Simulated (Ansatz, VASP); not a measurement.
# Al30Ga24N24O37 (amorphous Al2O3 against GaN(10-10), -8 O) in two plane-wave programs, part 2 of 2

Aim: how closely do two programs agree when they are given the same cell, functional and k mesh? Of the first pair: The structure shown is the start of the Ansatz relaxation below; VASP solves that cell, so the two are compared at the walk's first step.

VASP 6.6.1 and Ansatz 0.2.0.

So far: The starting structure; Ansatz: relaxation, PBE.

### Step 3. VASP: single point, PBE, start cell, pair 1

Level of this step: PBE; plane waves and PAW (Ga_d, N, Al, O) (VASP).

The same cell, functional, mesh and smearing now go to VASP, with its own data sets.

Lines of VASP's logs that name or quote its potential files are left out, and so is its time.

File INCAR:

```
SYSTEM = Al30Ga24N24O37
PREC = Accurate
ENCUT = 520
EDIFF = 1E-06
NELM = 120
ISMEAR = -1
SIGMA = 0.025
LREAL = Auto
ALGO = Normal
GGA = PE
NBANDS = 464
LORBIT = 11
LWAVE = .FALSE.
LCHARG = .FALSE.
ISIF = 2
LASPH = .TRUE.
GGA_COMPAT = .FALSE.
EFERMI = MIDGAP
NCORE = 4
```

File POSCAR:

```
Al30Ga24N24O37
1.0
   10.4600000000      0.0000000000      0.0000000000
    0.0000000000      9.6300000000      0.0000000000
    0.0000000000      0.0000000000     13.4459900000
Ga N Al O
24 24 30 37
Direct
    0.0040822180      0.9846832814      0.3319130834
    0.2654684512      0.9804776739      0.0709207727
    0.0067208413      0.1544236760      0.1406292880
    0.2554493308      0.1519730010      0.2697086641
    0.9961185468      0.3187331256      0.3462891167
    0.2544168260      0.3295534787      0.0584263412
    0.9960325048      0.4816822430      0.1331400663
    0.2457552581      0.4845690550      0.2742007097
    0.0014722753      0.6463343718      0.3395510483
    0.2490152964      0.6547352025      0.0819128975
    0.0044168260      0.8169158879      0.1403392387
    0.2541586998      0.8153478712      0.2817271172
    0.4997801147      0.9732087227      0.3363605060
    0.7648374761      0.0014226376      0.0754128182
    0.5069885277      0.1634683281      0.1351034769
    0.7508891013      0.1456074766      0.2855200696
    0.4885659656      0.3075389408      0.3478732321
    0.7428871893      0.3236033229      0.0826268650
    0.5028202677      0.4840706127      0.1605980668
    0.7551529637      0.4739563863      0.2854977581
    0.5016061185      0.6532398754      0.3525512067
    0.7422370937      0.6483592939      0.0763722121
    0.5054493308      0.8188058152      0.1325599677
    0.7547992352      0.8109138110      0.2712109707
    0.0785468451      0.9791900312      0.0761862830
    0.3134512428      0.9860539979      0.3412169725
    0.0677629063      0.1547455867      0.2777928587
    0.3178202677      0.1575285566      0.1267292330
    0.0557265774      0.3186708204      0.0553994165
    0.3063862333      0.3213291796      0.3385321572
[... 79 atom lines left out ...]
    0.1828585086      0.3579750779      0.7395067228
    0.0535468451      0.1154620976      0.6967727925
    0.7102390057      0.1608515057      0.7412321443
    0.2181070746      0.6082866044      0.7176489050
    0.4989101338      0.6629698858      0.8694264982
    0.8875812620      0.2492107996      0.5885397803
```

File KPOINTS:

```
Automatic mesh
0
Gamma
1 1 1
0 0 0
```

PAW data sets: Ga_d, N, Al and O (PBE family, release 64).

On the command line:

```sh
mpirun -np 16 vasp_gam
```

Numbers of over 12 decimals in the logs are rounded to 6 here.

Output:

```text
[banner, memory and clock lines left out]
running   16 mpi-ranks, on    1 nodes
[...]
LDA part: xc-table for (Slater+PW92), standard interpolation
 POSCAR, INCAR and KPOINTS ok, starting setup
[...]
entering main loop
       N       E                     dE             d eps       ncg     rms          rms(c)
DAV:   1     0.175573238245E+05    0.17557E+05   -0.27510E+05   952   0.265E+03
DAV:   2     0.417543703629E+04   -0.13382E+05   -0.12583E+05   928   0.793E+02
DAV:   3    -0.230279426489E+03   -0.44057E+04   -0.40643E+04  1296   0.327E+02
DAV:   4    -0.827628224490E+03   -0.59735E+03   -0.58630E+03  1272   0.129E+02
[...]
DAV:  20    -0.743732091940E+03   -0.16671E-04   -0.18719E-04  1256   0.296E-02    0.930E-03
DAV:  21    -0.743732091793E+03    0.14680E-06   -0.19024E-05  1368   0.190E-02    0.467E-03
DAV:  22    -0.743732091675E+03    0.11844E-06   -0.39712E-06   744   0.113E-02
   1 F= -.74373209E+03 E0= -.74370274E+03  d E =-.587042E-01
```

OUTCAR, selected parts (step 3):

```text
  FREE ENERGIE OF THE ION-ELECTRON SYSTEM (eV)
  ---------------------------------------------------
  free  energy   TOTEN  =      -743.7320916750 eV

  energy  without entropy=     -743.6733874642  energy(sigma->0) =     -743.70273957

[... 1 further part left out ...]
```

The run ends at a pressure of 3.85 GPa, with forces up to 3.2 eV/Å.

### Step 4. Comparison

Known differences besides the potentials themselves: the cutoff is 420 eV in Ansatz and 520 eV in VASP (PREC = Accurate, projectors in real space). Total energies have different zeros and are not compared.

Forces on 10 of the 115 atoms, those with the largest forces and the largest differences (eV/Å; atoms numbered as in POSCAR):

```tsv
atom	Ansatz x, y, z	VASP x, y, z
Ga10	-0.210, 0.144, 0.111	-0.196, 0.134, 0.152
Ga18	0.870, 0.041, -2.184	0.861, 0.049, -2.194
Ga22	0.806, -0.162, -1.759	0.810, -0.167, -1.765
Al50	-1.868, 0.935, 0.779	-1.864, 0.955, 0.809
Al57	1.294, -0.572, -0.876	1.309, -0.575, -0.874
Al59	-0.606, 1.454, -0.927	-0.609, 1.455, -0.930
Al65	-0.191, -1.870, 0.247	-0.185, -1.871, 0.244
Al77	0.206, -0.675, 3.127	0.199, -0.655, 3.145
O84	-0.012, -0.031, 0.351	0.012, -0.021, 0.392
O101	-0.112, 0.339, 0.946	-0.107, 0.328, 0.988
```

The forces differ by 11 meV/Å r.m.s., which is 2.4 % of the r.m.s. force of 0.460 eV/Å (both taken over all components).

### Step 5. Ansatz: relaxation, PBE

This run makes the geometry at which the two programs are then compared. The cell compared in this pair holds 1368.12 Å³, against 1354.41 Å³ for the pair before.

The structure compared here is the end of the Ansatz relaxation.

File input.yaml:

```yaml
crystal:
  lattice:
    - [10.46, 0.0, 0.0]
    - [0.0, 9.63, 0.0]
    - [0.0, 0.0, 13.44599]
  atoms:
    - { symbol: Ga, position: [0.00408, 0.98468, 0.33191] }
    - { symbol: "N", position: [0.07855, 0.97919, 0.07619] }
    - { symbol: Ga, position: [0.26547, 0.98048, 0.07092] }
    - { symbol: "N", position: [0.31345, 0.98605, 0.34122] }
    - { symbol: Ga, position: [0.00672, 0.15442, 0.14063] }
    - { symbol: "N", position: [0.06776, 0.15475, 0.27779] }
    - { symbol: Ga, position: [0.25545, 0.15197, 0.26971] }
    - { symbol: "N", position: [0.31782, 0.15753, 0.12673] }
    - { symbol: Ga, position: [0.99612, 0.31873, 0.34629] }
    - { symbol: "N", position: [0.05573, 0.31867, 0.0554] }
    - { symbol: Ga, position: [0.25442, 0.32955, 0.05843] }
    - { symbol: "N", position: [0.30639, 0.32133, 0.33853] }
    - { symbol: Ga, position: [0.99603, 0.48168, 0.13314] }
    - { symbol: "N", position: [0.0595, 0.48146, 0.27194] }
    - { symbol: Ga, position: [0.24576, 0.48457, 0.2742] }
    - { symbol: "N", position: [0.31376, 0.48663, 0.13853] }
    - { symbol: Ga, position: [0.00147, 0.64633, 0.33955] }
    - { symbol: "N", position: [0.0614, 0.65145, 0.07255] }
    - { symbol: Ga, position: [0.24902, 0.65474, 0.08191] }
    - { symbol: "N", position: [0.31399, 0.64429, 0.35189] }
    - { symbol: Ga, position: [0.00442, 0.81692, 0.14034] }
    - { symbol: "N", position: [0.067, 0.81336, 0.27889] }
    - { symbol: Ga, position: [0.25416, 0.81535, 0.28173] }
    - { symbol: "N", position: [0.31938, 0.81822, 0.14389] }
    - { symbol: Ga, position: [0.49978, 0.97321, 0.33636] }
    - { symbol: "N", position: [0.58182, 0.99513, 0.06942] }
    - { symbol: Ga, position: [0.76484, 0.00142, 0.07541] }
    - { symbol: "N", position: [0.82164, 0.97199, 0.34178] }
    - { symbol: Ga, position: [0.50699, 0.16347, 0.1351] }
    - { symbol: "N", position: [0.56243, 0.14803, 0.28031] }
    - { symbol: Ga, position: [0.75089, 0.14561, 0.28552] }
    - { symbol: "N", position: [0.81825, 0.16005, 0.15122] }
    - { symbol: Ga, position: [0.48857, 0.30754, 0.34787] }
    - { symbol: "N", position: [0.56344, 0.33978, 0.07594] }
    - { symbol: Ga, position: [0.74289, 0.3236, 0.08263] }
    - { symbol: "N", position: [0.8108, 0.30426, 0.3611] }
    - { symbol: Ga, position: [0.50282, 0.48407, 0.1606] }
    - { symbol: "N", position: [0.56684, 0.47903, 0.2971] }
    - { symbol: Ga, position: [0.75515, 0.47396, 0.2855] }
    - { symbol: "N", position: [0.81148, 0.48679, 0.14454] }
    - { symbol: Ga, position: [0.50161, 0.65324, 0.35255] }
    - { symbol: "N", position: [0.55584, 0.63757, 0.07369] }
    - { symbol: Ga, position: [0.74224, 0.64836, 0.07637] }
    - { symbol: "N", position: [0.81624, 0.6479, 0.3418] }
    - { symbol: Ga, position: [0.50545, 0.81881, 0.13256] }
    - { symbol: "N", position: [0.56833, 0.81009, 0.27147] }
    - { symbol: Ga, position: [0.7548, 0.81091, 0.27121] }
    - { symbol: "N", position: [0.81855, 0.82172, 0.13243] }
    - { symbol: Al, position: [0.82032, 0.52264, 0.77659] }
    - { symbol: Al, position: [0.96793, 0.25089, 0.93844] }
    - { symbol: Al, position: [0.80949, 0.96284, 0.48036] }
    - { symbol: Al, position: [0.99046, 0.78526, 0.55011] }
    - { symbol: Al, position: [0.16314, 0.18552, 0.78084] }
    - { symbol: Al, position: [0.32574, 0.02721, 0.48192] }
    - { symbol: Al, position: [0.52294, 0.80282, 0.58125] }
    - { symbol: Al, position: [0.87708, 0.15732, 0.70875] }
    - { symbol: Al, position: [0.49748, 0.52028, 0.96566] }
    - { symbol: Al, position: [0.54669, 0.13187, 0.56741] }
    - { symbol: Al, position: [0.61062, 0.43089, 0.68426] }
    - { symbol: Al, position: [0.40037, 0.00475, 0.70567] }
    - { symbol: Al, position: [0.08414, 0.50596, 0.75455] }
    - { symbol: Al, position: [0.42076, 0.27967, 0.83658] }
    - { symbol: Al, position: [0.36451, 0.78035, 0.88017] }
    - { symbol: Al, position: [0.91989, 0.83025, 0.75989] }
    - { symbol: Al, position: [0.61415, 0.74102, 0.77357] }
    - { symbol: Al, position: [0.06515, 0.67569, 0.93574] }
    - { symbol: Al, position: [0.10115, 0.05591, 0.58037] }
    - { symbol: Al, position: [0.75172, 0.28812, 0.50313] }
    - { symbol: Al, position: [0.25056, 0.30491, 0.47142] }
    - { symbol: Al, position: [0.95322, 0.41568, 0.56237] }
    - { symbol: Al, position: [0.3068, 0.46206, 0.67559] }
    - { symbol: Al, position: [0.65104, 0.98633, 0.71456] }
    - { symbol: Al, position: [0.74666, 0.6394, 0.47213] }
    - { symbol: Al, position: [0.26312, 0.62538, 0.48429] }
    - { symbol: Al, position: [0.01927, 0.99213, 0.94815] }
    - { symbol: Al, position: [0.23778, 0.78399, 0.66806] }
    - { symbol: Al, position: [0.70046, 0.29922, 0.82781] }
    - { symbol: Al, position: [0.53947, 0.01437, 0.93349] }
    - { symbol: O, position: [0.23752, 0.68671, 0.93625] }
    - { symbol: O, position: [0.84076, 0.96839, 0.70354] }
    - { symbol: O, position: [0.34617, 0.72615, 0.57088] }
    - { symbol: O, position: [0.44367, 0.39328, 0.73021] }
    - { symbol: O, position: [0.17641, 0.14108, 0.48323] }
    - { symbol: O, position: [0.07298, 0.3804, 0.46968] }
    - { symbol: O, position: [0.5562, 0.19211, 0.8871] }
    - { symbol: O, position: [0.09279, 0.6778, 0.48] }
    - { symbol: O, position: [0.95755, 0.51178, 0.67208] }
    - { symbol: O, position: [0.82332, 0.78423, 0.52901] }
    - { symbol: O, position: [0.9086, 0.28354, 0.81636] }
    - { symbol: O, position: [0.98748, 0.9645, 0.50552] }
    - { symbol: O, position: [0.6252, 0.91248, 0.84573] }
    - { symbol: O, position: [0.05282, 0.80312, 0.67104] }
    - { symbol: O, position: [0.80934, 0.47967, 0.50984] }
    - { symbol: O, position: [0.36579, 0.39577, 0.9336] }
    - { symbol: O, position: [0.00398, 0.83698, 0.87999] }
    - { symbol: O, position: [0.40518, 0.19461, 0.49804] }
    - { symbol: O, position: [0.3195, 0.85835, 0.76848] }
    - { symbol: O, position: [0.58231, 0.67746, 0.48141] }
    - { symbol: O, position: [0.24938, 0.96686, 0.60524] }
    - { symbol: O, position: [0.10226, 0.1396, 0.89851] }
    - { symbol: O, position: [0.48479, 0.93918, 0.48239] }
    - { symbol: O, position: [0.32605, 0.14151, 0.7832] }
    - { symbol: O, position: [0.99262, 0.55124, 0.85816] }
    - { symbol: O, position: [0.8749, 0.08707, 0.9639] }
    - { symbol: O, position: [0.79451, 0.70849, 0.78076] }
    - { symbol: O, position: [0.70501, 0.10038, 0.5031] }
    - { symbol: O, position: [0.60843, 0.31885, 0.57297] }
    - { symbol: O, position: [0.38234, 0.93503, 0.95392] }
    - { symbol: O, position: [0.28823, 0.4566, 0.54389] }
    - { symbol: O, position: [0.18286, 0.35798, 0.73951] }
    - { symbol: O, position: [0.05355, 0.11546, 0.69677] }
    - { symbol: O, position: [0.71024, 0.16085, 0.74123] }
    - { symbol: O, position: [0.21811, 0.60829, 0.71765] }
    - { symbol: O, position: [0.49891, 0.66297, 0.86943] }
    - { symbol: O, position: [0.88758, 0.24921, 0.58854] }
kpoints:
  mp_grid: { grid: [1, 1, 1] }
hamiltonian:
  xc: pbe
scf:
  occupations: { method: fermi_dirac, width: 0.025 }
output:
  forces: true
relax:
  f_tol: 0.08
  max_steps: 90
  cell: { fix: [a, b, alpha, beta, gamma] }
```

On the command line:

```sh
ansatz run input.yaml --threads 4 --pin off --max-ram 8192MiB --backend cpu --events-out ev --progress --plain --runs-dir out
```

Output:

```text
[...]
Crystal: 115 atoms, lattice volume = 1354.412 Å³
Basis set: ecut = 420 eV, 26531 PW (Γ), exchange–correlation on 144×144×180 points (8 copies of the dense FFT grid, shifted against one another)
Bands: 487, of which v1, the nominal top of the filled ones, is band 372 counted from 1 (371 counted from 0)
Symmetry: 1 space group operations
[...]
k-points: 1
[...]
- { symbol: O, position: [0.819760, 1.005673, 0.722115] }
    - { symbol: O, position: [0.342237, 0.731451, 0.563761] }
    - { symbol: O, position: [0.448105, 0.396147, 0.738520] }
    - { symbol: O, position: [0.165789, 0.133660, 0.478572] }
    - { symbol: O, position: [0.078313, 0.379035, 0.466045] }
    - { symbol: O, position: [0.521930, 0.185112, 0.895223] }
    - { symbol: O, position: [0.093994, 0.679683, 0.473443] }
[...]
- { symbol: O, position: [0.708226, 0.232956, 0.753009] }
    - { symbol: O, position: [0.228384, 0.619637, 0.717808] }
    - { symbol: O, position: [0.499152, 0.694315, 0.849218] }
    - { symbol: O, position: [0.888842, 0.268467, 0.593737] }
```

### Step 6. VASP: single point, PBE, relaxed cell, pair 2

The same cell, functional, mesh and smearing now go to VASP, with its own data sets.

INCAR: that of step 3 with these lines changed.

```diff
@@ -2,3 +2,3 @@
 PREC = Accurate
-ENCUT = 520
+ENCUT = 600
 EDIFF = 1E-06
```

File POSCAR:

```
Al30Ga24N24O37
1.0
   10.4600000000      0.0000000000      0.0000000000
    0.0000000000      9.6300000000      0.0000000000
    0.0000000000      0.0000000000     13.5820380000
Ga N Al O
24 24 30 37
Direct
    0.0075700000      0.9753300000      0.3372700000
    0.2706000000      0.9704700000      0.0745600000
    0.0146000000      0.1415100000      0.1438000000
    0.2629300000      0.1461300000      0.2724400000
    0.0033600000      0.3123600000      0.3424600000
    0.2472200000      0.3095500000      0.0553700000
    0.0054800000      0.4732900000      0.1336900000
    0.2601300000      0.4676200000      0.2731200000
    0.0083300000      0.6403100000      0.3380800000
    0.2571600000      0.6410200000      0.0767700000
    0.0092600000      0.8058400000      0.1398800000
    0.2612500000      0.8058500000      0.2798200000
    0.5042900000      0.9648800000      0.3334800000
    0.7706600000      0.9895800000      0.0747900000
    0.5141900000      0.1420300000      0.1385100000
    0.7564200000      0.1363400000      0.2870500000
    0.5157500000      0.2936300000      0.3627800000
    0.7758400000      0.3089900000      0.0825000000
    0.5110000000      0.4687500000      0.1428900000
    0.7581100000      0.4668800000      0.2807000000
    0.5062700000      0.6368800000      0.3385200000
    0.7664800000      0.6364200000      0.0520700000
    0.5176700000      0.8060100000      0.1292400000
    0.7608700000      0.8039600000      0.2676500000
    0.0847400000      0.9685400000      0.0776300000
    0.3186600000      0.9764900000      0.3441400000
    0.0742200000      0.1446800000      0.2803800000
    0.3233200000      0.1460900000      0.1307700000
    0.0544300000      0.3041700000      0.0610100000
    0.3182500000      0.3076700000      0.3478700000
[... 79 atom lines left out ...]
    0.1662000000      0.3737000000      0.7189100000
    0.0480200000      0.1149100000      0.6941100000
    0.7082300000      0.2329600000      0.7530100000
    0.2283800000      0.6196400000      0.7178100000
    0.4991500000      0.6943200000      0.8492200000
    0.8888400000      0.2684700000      0.5937400000
```

KPOINTS is that of step 3.

On the command line:

```sh
mpirun -np 16 vasp_gam
```

Output:

```text
[... set-up lines as in an earlier step ...]
 entering main loop
       N       E                     dE             d eps       ncg     rms          rms(c)
DAV:   1     0.188292401088E+05    0.18829E+05   -0.29846E+05   944   0.288E+03
DAV:   2     0.448153811214E+04   -0.14348E+05   -0.13483E+05   928   0.872E+02
DAV:   3    -0.173770029952E+03   -0.46553E+04   -0.42979E+04  1288   0.350E+02
DAV:   4    -0.829067250318E+03   -0.65530E+03   -0.64281E+03  1264   0.138E+02
[...]
DAV:  18    -0.751966457463E+03   -0.42445E-05   -0.83725E-05  1312   0.395E-02    0.600E-03
DAV:  19    -0.751966459079E+03   -0.16162E-05   -0.18939E-05  1080   0.238E-02    0.381E-03
DAV:  20    -0.751966459785E+03   -0.70591E-06   -0.85760E-06   760   0.121E-02
   1 F= -.75196646E+03 E0= -.75196646E+03  d E =-.572889E-06
```

OUTCAR, selected parts (step 6):

```text
  FREE ENERGIE OF THE ION-ELECTRON SYSTEM (eV)
  ---------------------------------------------------
  free  energy   TOTEN  =      -751.9664597849 eV

  energy  without entropy=     -751.9664592120  energy(sigma->0) =     -751.96645950
```

The run ends at a pressure of 0.90 GPa, with forces up to 0.079 eV/Å.

### Step 7. Differences

What differs besides the data sets and the points named for the pairs above, as far as they apply: the cutoff is 420 eV in Ansatz and 600 eV in VASP (PREC = Accurate, projectors in real space). Total energies have different zeros and are not compared.

Compared:

```tsv
quantity	Ansatz	VASP	difference
pressure (GPa)	1.07	0.90	+0.17
gap on the k mesh (eV)	0.744	0.742	+0.003
```

At this near-relaxed geometry the largest component of a force difference is 34 meV/Å. A gap on the mesh is an upper bound, since the band edges may lie between its points.

### Step 8. Outcome

```json
{"r.m.s. force difference (single point, PBE, start cell, pair 1)": "2.4 % of the r.m.s. force", "difference in gap on the k mesh (single point, PBE, relaxed cell, pair 2)": "0.0027 eV", "r.m.s. force difference (single point, PBE, relaxed cell, pair 2)": "10 meV/Å"}
```

In words: The r.m.s. force difference is 10 meV/Å (single point, PBE, relaxed cell, pair 2), within the 12 meV/Å picked in this series as the mark of a large difference. How closely two codes agree says nothing of how well the functional describes the real material.

[Lines on the potential files, build, host, timing and source positions are cut from VASP's logs without a mark.]

[Logs are printed without paths, hosts, clocks, repeated set-up lines and the standing remarks that a program may print on its own settings, such as how far it seeks lower states.]

[Hosts, paths, dates, database ids (printed as entryN), source tags and the programs' standing remarks are cut or masked in the printed files.]
